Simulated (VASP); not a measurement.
Here is the system:

```yaml
crystal:
  lattice:
    - [4.80451, 0.00000, 0.00000]
    - [-2.40226, 4.16083, 0.00000]
    - [0.00000, 0.00000, 3.87683]
  atoms:
    - { symbol: Fe, position: [0.50000, 0.00000, 0.00000], spin: 4.0 }
    - { symbol: Fe, position: [0.50000, 0.50000, 0.00000], spin: 4.0 }
    - { symbol: Fe, position: [0.00000, 0.50000, 0.00000], spin: 4.0 }
    - { symbol: Si, position: [0.00000, 0.00000, 0.00000] }
    - { symbol: Si, position: [0.33333, 0.66667, 0.50000] }
    - { symbol: Si, position: [0.66667, 0.33333, 0.50000] }
```

All values below come from PBE GGA, VASP's PBE PAW potentials (set 64) (plane waves; VASP). Settings: 300 eV cut-off, 3×3×4 Γ-centred mesh, Fermi-Dirac smearing of 0.050 eV, potentials Fe Si.

At this cut-off the stress carries a Pulay error, which pulls relaxed volumes low.

**Question.** Give the stress tensor in GPa (positive for a compressed cell).

**Answer.** 
```
 2.77   0.00   0.00
 0.00   2.77   0.00
 0.00   0.00  -4.09
```
The pressure is its mean diagonal, 0.48 GPa.

The structure was generated: FeSi was put into an ordered model structure, which need not be its known phase. The cell was not relaxed at this level. The k-mesh is coarse (spacing up to 0.50 per Å, 2π included), so the numbers may not be converged in it.
